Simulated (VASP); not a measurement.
VASP ran on this input.

File POSCAR:
```
Pb
1.0
  0.0000000000   2.4750000000   2.4750000000
  2.4750000000   0.0000000000   2.4750000000
  2.4750000000   2.4750000000   0.0000000000
Pb
1
Cartesian
  0.0000000000   0.0000000000   0.0000000000
```

**INCAR**
```
ALGO=Normal
EDIFF=1E-6
EDIFFG=-0.01
ENCUT=480
GGA=PS
IBRION=2
ISIF=3
ISMEAR=1
LASPH=.TRUE.
LCHARG=.FALSE.
LMAXMIX=4
LREAL=.FALSE.
LWAVE=.FALSE.
NELM=100
NSW=60
PREC=Accurate
SIGMA=0.1
SYSTEM=Pb
```

### KPOINTS
```
Automatic mesh
0
Gamma
11 11 11
0 0 0
```

POTCAR, in this order: Pb_d (PBE.64 set). Program: vasp_std.

**Question.** Translate this PBEsol calculation to Quantum ESPRESSO's pw.x.

**Answer.** One equivalent input (not run):
```
&CONTROL
  calculation = 'vc-relax'
  pseudo_dir = './pseudo'
  outdir = './out'
  tprnfor = .true.
  tstress = .true.
  nstep = 60
  forc_conv_thr = 0.00039
/
&SYSTEM
  ibrav = 0
  nat = 1
  ntyp = 1
  ecutwfc = 62.5
  occupations = 'smearing'
  smearing = 'methfessel-paxton'
  degauss = 0.00735
  input_dft = 'pbesol'
/
&ELECTRONS
  conv_thr = 7.3e-08
  electron_maxstep = 100
/
&IONS
/
&CELL
/
ATOMIC_SPECIES
  Pb 207.200 Pb.upf
CELL_PARAMETERS angstrom
     0.0000000    2.4750000    2.4750000
     2.4750000    0.0000000    2.4750000
     2.4750000    2.4750000    0.0000000
ATOMIC_POSITIONS crystal
  Pb   0.0000000  0.0000000  0.0000000
K_POINTS automatic
  11 11 11 0 0 0
```
Limits of the translation: the potentials are each code's own (VASP's PAW set, PseudoDojo norm-conserving files in pw.x), so ENCUT and ecutwfc are chosen apart and not converted; conv_thr bounds pw.x's estimated SCF error, while EDIFF bounds the energy change between steps; forc_conv_thr acts on force components and is met together with etot_conv_thr.

The compound is Pb in the fcc structure. This run relaxes it. Symmetry was kept, so distortions that lower it aren't found.
